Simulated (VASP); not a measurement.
# RuF2 (R-3m) in VASP: single point with r2SCAN+U

Aim: the single point of RuF2 with r2SCAN+U.

All numbers are computed with VASP 6.6.1; they aren't measurements. Logs are shortened: lines on timing, memory, paths and dates and some standing lists are left out, and cuts for length are marked.

### 1 The crystal as given

It takes space group R-3m (No. 166, trigonal). Conventional cell: a = 2.953 Å, b = 2.953 Å, c = 13.393 Å, α = 90.00°, β = 90.00°, γ = 120.00°. Ru (site symmetry -3m) has 6 F at 2.02 Å as nearest neighbours. F (site symmetry 3m) is surrounded by 3 Ru at 2.02 Å.

The cell was built by a generator and needn't be a form met in nature.

### 2 Single point, r2SCAN+U

Contents of INCAR:

```
ALGO     = Normal         # electronic algorithm
EDIFF    = 1E-6           # SCF threshold, eV
ENCUT    = 520            # plane-wave cutoff, eV
ISIF     = 2              # what is computed and relaxed
ISMEAR   = 0              # smearing method
LASPH    = T              # aspherical terms in the spheres
LCHARG   = F              # write CHGCAR
LDAU     = T              # DFT+U
LDAUJ    = 0 0          
LDAUL    = 2 -1           # shell
LDAUPRINT= 1            
LDAUTYPE = 2            
LDAUU    = 5 0            # U, eV
LMAXMIX  = 4              # l up to which the mixer works
LMIXTAU  = T            
LREAL    = F              # projectors in reciprocal space
LWAVE    = F              # write WAVECAR
METAGGA  = R2SCAN         # meta-GGA
NBANDS   = 21             # bands
NELM     = 60             # most SCF steps
PREC     = Accurate       # precision mode
SIGMA    = 0.05           # smearing width, eV
```

Contents of KPOINTS:

```
k-points
0
Gamma
  7 7 7
```

Contents of POSCAR:

```
RuF2
1.0
    1.4766179400      0.8525257600      4.4643721500
   -1.4766179400      0.8525257600      4.4643721500
    0.0000000000     -1.7050515300      4.4643721500
Ru F
1 2
Direct
    0.0000000000      0.0000000000      0.0000000000
    0.2520000000      0.2520000000      0.2520000000
    0.7480000000      0.7480000000      0.7480000000
```

Potentials or basis: VASP PAW PBE potentials, release 64 (Ru_pv, F).

Launch:

```
$ cat potpaw_PBE.64/Ru_pv/POTCAR potpaw_PBE.64/F/POTCAR > POTCAR
$ mpirun -np 1 vasp_std > vasp.out
```

OUTCAR:

```text
EDIFF = 1E-6
   ENCUT = 520
   ISIF = 2
   ISMEAR = 0
   LASPH = T
   LREAL = F
   METAGGA = R2SCAN
   NELM = 60
   PREC = Accurate

 ion  position               nearest neighbor table
   1  0.000  0.000  0.000-   3 2.02   2 2.02   3 2.02   3 2.02   2 2.02   2 2.02
   2  0.252  0.252  0.252-   1 2.02   1 2.02   1 2.02
   3  0.748  0.748  0.748-   1 2.02   1 2.02   1 2.02

  LATTYP: Found a trigonal (rhomboedric) cell.
 ALAT       =     4.7788931151
 COS(alpha) =     0.8090535270

  Lattice vectors:

 A1 = (   1.4766179400,   0.8525257600,   4.4643721500)
 A2 = (  -1.4766179400,   0.8525257600,   4.4643721500)
 A3 = (   0.0000000000,  -1.7050515300,   4.4643721500)

Analysis of symmetry for initial positions (statically):
=====================================================================
 Subroutine PRICEL returns:
 Original cell was already a primitive cell.

 Routine SETGRP: Setting up the symmetry group for a
 trigonal (rhombohedral) supercell.

 Subroutine GETGRP returns: Found 12 space group operations
 (whereof 12 operations were pure point group operations)
 out of a pool of 12 trial point group operations.

The static configuration has the point symmetry D_3d.

Analysis of symmetry for dynamics (positions and initial velocities):
=====================================================================
 Subroutine PRICEL returns:
 Original cell was already a primitive cell.

 Routine SETGRP: Setting up the symmetry group for a
 trigonal (rhombohedral) supercell.

 Subroutine GETGRP returns: Found 12 space group operations
 (whereof 12 operations were pure point group operations)
 out of a pool of 12 trial point group operations.

The dynamic configuration has the point symmetry D_3d.

 Subroutine INISYM returns: Found 12 space group operations
 (whereof 12 operations are pure point group operations),
 and found     1 'primitive' translations

----------------------------------------------------------------------------------------

                                     Primitive cell

  volume of cell :      33.7200

  direct lattice vectors                    reciprocal lattice vectors
     1.476617940  0.852525760  4.464372150     0.338611625  0.195497513  0.074665221
    -1.476617940  0.852525760  4.464372150    -0.338611625  0.195497513  0.074665221
     0.000000000 -1.705051530  4.464372150     0.000000000 -0.390995026  0.074665221

  length of vectors
     4.778893115  4.778893115  4.778893116     0.398060304  0.398060304  0.398060304

  position of ions in fractional coordinates (direct lattice)
     0.000000000  0.000000000  0.000000000
     0.252000000  0.252000000  0.252000000
     0.748000000  0.748000000  0.748000000

  ion indices of the primitive-cell ions
   primitive index   ion index
                 1           1
                 2           2
                 3           3

----------------------------------------------------------------------------------------

 KPOINTS: k-points

Automatic generation of k-mesh.
 Grid dimensions read from file:
 generate k-points for:    7    7    7

 Generating k-lattice:

  Cartesian coordinates                     Fractional coordinates (reciprocal lattice)
     0.048373089  0.027928216  0.010666460     0.142857143  0.000000000  0.000000000
    -0.048373089  0.027928216  0.010666460     0.000000000  0.142857143  0.000000000
     0.000000000 -0.055856432  0.010666460    -0.000000000 -0.000000000  0.142857143

[... 51 lines left out ...]
   LNONCOLLINEAR =      F non collinear calculations
   LSORBIT =      F    spin-orbit coupling
   LASPH  =      T    aspherical Exc in radial PAW
   ENCUT  =  520.0 eV  38.22 Ry    6.18 a.u.   8.89  8.89  8.89*2*pi/ulx,y,z
   NELM   =     60;   NELMIN=  2; NELMDL= -5     # of ELM steps
   EDIFF  = 0.1E-05   stopping-criterion for ELM
   LREAL  =      F    real-space projection
   EDIFFG = 0.1E-04   stopping-criterion for IOM
   NSW    =      0    number of steps for IOM
   IBRION =     -1    ionic relax: 0-MD 1-quasi-New 2-CG
   NFREE  =      0    steps in history (QN), initial steepest desc. (CG)
   ISIF   =      2    stress and relaxation
   ISYM   =      2    0-nonsym 1-usesym 2-fastsym
   POTIM  = 0.5000    time-step for ionic-motion
   TEBEG  =    0.0;   TEEND  =   0.0 temperature during run
   PSTRESS=    0.0 pullay stress
   NELECT =      28.0000    total number of electrons
   NUPDOWN=      -1.0000    fix difference up-down
   EMIN   =  10.00;   EMAX   =-10.00  energy-range for DOS
   EFERMI =   0.00;   METHOD = LEGACY
   ISMEAR =     0;   SIGMA  =   0.05  broadening in eV -4-tet -1-fermi 0-gaus
   EFERMI_NEDOS =   21; number of points for ismear=-14 and -15
   IALGO  =     38    algorithm
   IMIX   =      4    mixing-type and parameters
     AMIX     =   0.40;   BMIX     =  1.00
     AMIX_MAG =   1.60;   BMIX_MAG =  1.00
  volume/ion in A,a.u.               =      11.24        75.85
  Fermi-wavevector in a.u.,A,eV,Ry     =   1.538739  2.907796 32.214772  2.367719
  Thomas-Fermi vector in A             =   2.645066
   LORBIT       =      0    0 simple, 1 ext, 2 COOP (PROOUT), +10 PAW based schemes
 LDA+U is selected, type is set to LDAUTYPE =  2
   angular momentum for each species LDAUL =     2   -1
   U (eV)           for each species LDAUU =   5.0  0.0
   J (eV)           for each species LDAUJ =   0.0  0.0
   METAGGA = R2SCAN    functional components
   LHFCALC =     F    Hartree Fock is set to
   AEXX    =    0.0000 exact exchange contribution
   IVDW    =     0    specifies the selected vdW correction
   LEPSILON=     F    determine dielectric tensor
   LRPA    =     F    only Hartree local field effects (RPA)
 non-spin polarized calculation
 Gauss-broadening in eV      SIGMA  =   0.05
  energy-cutoff  :      520.00
  volume of cell :       33.72
 maximum number of plane-waves:       931
   NGX = 17   NGY = 17   NGZ = 17

 number of electron      28.0000000 magnetization

 Free energy of the ion-electron system (eV)
  ---------------------------------------------------
  ext. energy  EPLUGINS =         0.00000000
  ---------------------------------------------------
  free energy    TOTEN  =       -38.11031306 eV

  energy without entropy =      -38.11031306  energy(sigma->0) =      -38.11031306

atom =   1  type =  1  l = 2

 onsite density matrix

spin component  1

  0.6731 -0.0000  0.0000 -0.3526  0.0000
 -0.0000  0.4190 -0.0000 -0.0000 -0.3526
  0.0000 -0.0000  0.9241 -0.0000 -0.0000
 -0.3526 -0.0000 -0.0000  0.4190 -0.0000
  0.0000 -0.3526 -0.0000 -0.0000  0.6731

spin component  2

  0.6731 -0.0000  0.0000 -0.3526  0.0000
 -0.0000  0.4190 -0.0000 -0.0000 -0.3526
  0.0000 -0.0000  0.9241 -0.0000 -0.0000
 -0.3526 -0.0000 -0.0000  0.4190 -0.0000
  0.0000 -0.3526 -0.0000 -0.0000  0.6731

 occupancies and eigenvectors

  o =  0.1712  v =  0.0000 -0.8182 -0.0000 -0.0000 -0.5749  0.0000  0.0000  0.0000  0.0000  0.0000      0.0000  0.0000  0.0000  0.0000  0.0000  0.0000  0.0000  0.0000  0.0000  0.0000
  o =  0.1712  v =  0.0000  0.0000  0.0000  0.0000  0.0000  0.0000 -0.8182 -0.0000 -0.0000 -0.5749      0.0000  0.0000  0.0000  0.0000  0.0000  0.0000  0.0000  0.0000  0.0000  0.0000
  o =  0.1712  v =  0.0000  0.0000  0.0000  0.0000  0.0000  0.5749  0.0000 -0.0000  0.8182 -0.0000      0.0000  0.0000  0.0000  0.0000  0.0000  0.0000  0.0000  0.0000  0.0000  0.0000
  o =  0.1712  v =  0.5749  0.0000 -0.0000  0.8182 -0.0000  0.0000  0.0000  0.0000  0.0000  0.0000      0.0000  0.0000  0.0000  0.0000  0.0000  0.0000  0.0000  0.0000  0.0000  0.0000
  o =  0.9209  v =  0.0000 -0.5749  0.0000 -0.0000  0.8182  0.0000  0.0000  0.0000  0.0000  0.0000      0.0000  0.0000  0.0000  0.0000  0.0000  0.0000  0.0000  0.0000  0.0000  0.0000
  o =  0.9209  v =  0.0000  0.0000  0.0000  0.0000  0.0000  0.0000 -0.5749  0.0000 -0.0000  0.8182      0.0000  0.0000  0.0000  0.0000  0.0000  0.0000  0.0000  0.0000  0.0000  0.0000
  o =  0.9209  v = -0.8182  0.0000 -0.0000  0.5749 -0.0000  0.0000  0.0000  0.0000  0.0000  0.0000      0.0000  0.0000  0.0000  0.0000  0.0000  0.0000  0.0000  0.0000  0.0000  0.0000
  o =  0.9209  v =  0.0000  0.0000  0.0000  0.0000  0.0000 -0.8182  0.0000 -0.0000  0.5749 -0.0000      0.0000  0.0000  0.0000  0.0000  0.0000  0.0000  0.0000  0.0000  0.0000  0.0000
  o =  0.9241  v =  0.0000  0.0000  1.0000  0.0000 -0.0000  0.0000  0.0000  0.0000  0.0000  0.0000      0.0000  0.0000  0.0000  0.0000  0.0000  0.0000  0.0000  0.0000  0.0000  0.0000
  o =  0.9241  v =  0.0000  0.0000  0.0000  0.0000  0.0000  0.0000  0.0000  1.0000  0.0000 -0.0000      0.0000  0.0000  0.0000  0.0000  0.0000  0.0000  0.0000  0.0000  0.0000  0.0000

 number of electron      27.9999999 magnetization

 Free energy of the ion-electron system (eV)
  ---------------------------------------------------
  ext. energy  EPLUGINS =         0.00000000
  ---------------------------------------------------
  free energy    TOTEN  =       -31.80773665 eV

  energy without entropy =      -31.80773665  energy(sigma->0) =      -31.80773665

 E-fermi :   4.7195     XC(G=0): -11.9078

 val. band max:        4.4921499748   @ k =  -0.2857   0.1429  -0.0000
 cond. band min:       8.8614816176   @ k =   0.0000   0.0000   0.0000
 fundamental gap:      4.3693316428
 Fermi energy:         4.7194804531

 k-point     1 :       0.0000    0.0000    0.0000
  band No.  band energies     occupation
      1     -37.5417      2.00000
      2     -37.4370      2.00000
      3     -37.4370      2.00000
      4     -21.4463      2.00000
      5     -20.5034      2.00000
      6      -3.7363      2.00000
[... 565 lines left out ...]
     20      20.8565      0.00000
     21      21.6121      0.00000

 [... further k-points ...]

------------------------ aborting loop because EDIFF is reached ----------------------------------------

  FORCE on cell =-STRESS in cart. coord.  units (eV):
  Direction    XX          YY          ZZ          XY          YZ          ZX
  --------------------------------------------------------------------------------------
  -------------------------------------------------------------------------------------
  Total        8.8976463      8.8976463      4.6836288      0.0000000     -0.0000000      0.0000000
  in kB      422.7644181    422.7644163    222.5388095      0.0000000     -0.0000002      0.0000000
  external PRESSURE =     356.0225480 kB  Pullay stress =       0.0000000 kB

 VOLUME and BASIS-vectors are now :
 -----------------------------------------------------------------------------
  energy-cutoff  :      520.00
  volume of cell :       33.72
      direct lattice vectors                 reciprocal lattice vectors
     1.476617940  0.852525760  4.464372150     0.338611625  0.195497513  0.074665221
    -1.476617940  0.852525760  4.464372150    -0.338611625  0.195497513  0.074665221
     0.000000000 -1.705051530  4.464372150     0.000000000 -0.390995026  0.074665221

 POSITION                                       TOTAL-FORCE (eV/Angst)
 -----------------------------------------------------------------------------------
      0.00000      0.00000      0.00000         0.000000     -0.000000      0.000000
      0.00000     -0.00000      3.37507         0.000000      0.000000     -2.058883
      0.00000     -0.00000     10.01805         0.000000     -0.000000      2.058883
 -----------------------------------------------------------------------------------
    total drift:                               -0.000000      0.000000     -0.000000

  FREE ENERGIE OF THE ION-ELECTRON SYSTEM (eV)
  ---------------------------------------------------
  free  energy   TOTEN  =       -31.8077366549 eV

  energy  without entropy=      -31.8077366549  energy(sigma->0) =      -31.80773665
```

It took 9.6 min on 1 thread of AMD EPYC 7R43 (Zen 3), shared host; peak memory 0.19 GiB.

What came out:

```
Free energy            : -31.8077 eV
Pressure               : 35.6 GPa
Largest force          : 2.059 eV/Å
Band gap on the k mesh : 4.37 eV, indirect (least direct gap 4.61 eV)
```

Forces in eV/Å, atoms in the order of the input:
```
Ru   0.000  0.000  0.000
F    0.000  0.000 -2.059
F    0.000  0.000  2.059
```

Stress tensor (GPa, compression positive):
```
42.28  0.00  0.00
 0.00 42.28  0.00
 0.00  0.00 22.25
```

Eigenvalues of the final occupation matrices:
```csv
site,spin,trace,eigenvalues
site 1 d,1,3.11,0.17 0.17 0.92 0.92 0.92
site 1 d,2,3.11,0.17 0.17 0.92 0.92 0.92
```

Caveat: a pressure of tens of GPa on the cell as given is suspect, and the run, the potentials or the cell itself is likely at fault; the PAW data sets were made with another functional, which shifts forces and pressure a little; an odd mesh through Γ misses points on the zone boundary, where band edges often lie.
